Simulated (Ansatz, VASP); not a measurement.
## Rb7Au in VASP and in Ansatz

```
CELL_PARAMETERS angstrom
0.00000 6.65848 6.65848
6.65848 0.00000 6.65848
6.65848 6.65848 0.00000
ATOMIC_POSITIONS crystal
Rb 0.50000 0.00000 0.00000
Rb 0.00000 0.50000 0.50000
Rb 0.00000 0.50000 0.00000
Rb 0.50000 0.00000 0.50000
Rb 0.00000 0.00000 0.50000
Rb 0.50000 0.50000 0.00000
Rb 0.50000 0.50000 0.50000
Au 0.00000 0.00000 0.00000
```

Change from the starting cell: species swapped into the Zn7Tc type (Fm-3m, No. 225).

Alike in both runs: functional PBE; k mesh 6 × 6 × 6; occupations gaussian, width 0.1 eV; no spin polarisation.

Ansatz relaxed the structure, and its values are those at the end. VASP's run is a single point on that final structure, the one shown.

|  | VASP | Ansatz |
| --- | --- | --- |
| version | VASP 6.6.1 | Ansatz 0.2.0 |
| potentials or method | VASP PAW PBE potentials, release 64 (Rb_sv, Au) | scalar-relativistic, plane waves, PAW |
| plane-wave cutoff (eV) | 520 | 420 |
| valence electrons in the cell | 74 | 82 |

```tsv
	VASP	Ansatz	Ansatz less VASP
gap on the k mesh at the Fermi level (eV)	none	none	-
pressure (GPa)	0.0	0.0	+0.01
```

A gap of «none» marks a metal or a gap that the smearing closes. The functional is the same, so the differences come from potentials, cutoffs and numerics. The two sets of potentials don't hold the same shells in valence.

The runs have no spin-orbit coupling, so splittings on Au are missing.
